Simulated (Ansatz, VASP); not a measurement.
# Two plane-wave programs on Na2N

```
CELL_PARAMETERS angstrom
4.33773 0.00000 0.00000
-2.16886 3.75658 0.00000
0.00000 0.00000 3.16081
ATOMIC_POSITIONS crystal
Na 0.33333 0.66667 0.00000
Na 0.66667 0.33333 0.00000
N 0.00000 0.00000 0.00000
```

Alike in both runs: functional PBE; k mesh 12 × 12 × 14; occupations gaussian, width 0.1 eV; no spin polarisation.

Ansatz relaxed the structure, and its values are those at the end. VASP's run is a single point on that final structure, the one shown.

```csv
,VASP,Ansatz
version,VASP 6.6.1,Ansatz 0.2.0
potentials or method,"VASP PAW PBE potentials, release 64 (Na_pv, N)","scalar-relativistic, plane waves, PAW"
plane-wave cutoff (eV),520,420
valence electrons in the cell,19,23
```

```tsv
	VASP	Ansatz	Ansatz less VASP
gap on the k mesh at the Fermi level (eV)	none	none	-
pressure (GPa)	0.0	0.0	-0.05
```

A gap of «none» marks a metal or a gap that the smearing closes. The two sets of potentials don't hold the same shells in valence.
